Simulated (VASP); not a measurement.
Runs of VASP 6.6.1 on NbP. It takes space group I4_1md (No. 109, tetragonal). The conventional cell has a = 3.350 Å, b = 3.350 Å, c = 11.480 Å, α = 90.00°, β = 90.00°, γ = 90.00°. Around Nb (site symmetry 2mm) lie 6 P at 2.55 Å. P (site symmetry 2mm) has 6 Nb at 2.55 Å as nearest neighbours. The cell is a database's computed one.

| k mesh | cutoff (eV) | gap on the mesh (eV) | pressure (GPa) | largest force (eV/Å) |
| --- | --- | --- | --- | --- |
| 12 × 12 × 12 | 350 | none | -1.7 | 0.02 |
| 8 × 8 × 8 | 520 | none | -1.4 | 0.02 |
| 12 × 12 × 12 | 300 | none | - | 0.02 |
| 12 × 12 × 12 | 700 | none | -1.4 | 0.01 |
| 24 × 24 × 24 | 520 | none | (a) | 0.01 |

Alike in all rows: task single point; level PBE; potentials or basis VASP PAW PBE potentials, release 64 (Nb_sv, P); no spin polarisation; cell as given; smearing gaussian 0.1 eV.

**Question.** Estimate the missing entries.

**Answer.** (a) -1.5.

Caveats: the cutoff is under 1.25 times the usual one of these potentials, so pressure, stress and relaxed cells hold a basis-set (Pulay) error (some runs).

A k mesh can miss the band edges, and the runs leave out spin-orbit coupling on Nb.

A gap of «none» marks a metal or a gap under the smearing width.

Not every run made on this cell is shown here.
